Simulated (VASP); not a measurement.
Here is the system:

```xyz
1
Lattice="-1.7799 1.7799 1.7799 1.7799 -1.7799 1.7799 1.7799 1.7799 -1.7799" Properties=species:S:1:pos:R:3 pbc="T T T"
Li     0.0000     0.0000     0.0000
```

Computed with PBE GGA, VASP's PBE PAW potentials (set 64) (plane waves; VASP). Settings: 520 eV cut-off, 11×11×11 Γ-centred mesh, first-order Methfessel-Paxton smearing of 0.10 eV, potentials Li_sv.

Give the stress tensor in GPa (positive for a compressed cell).

```
-1.31   0.00   0.00
 0.00  -1.31   0.00
 0.00   0.00  -1.31
```
The pressure is its mean diagonal, -1.31 GPa.

The compound is Li in the bcc structure. The cell was not relaxed at this level.
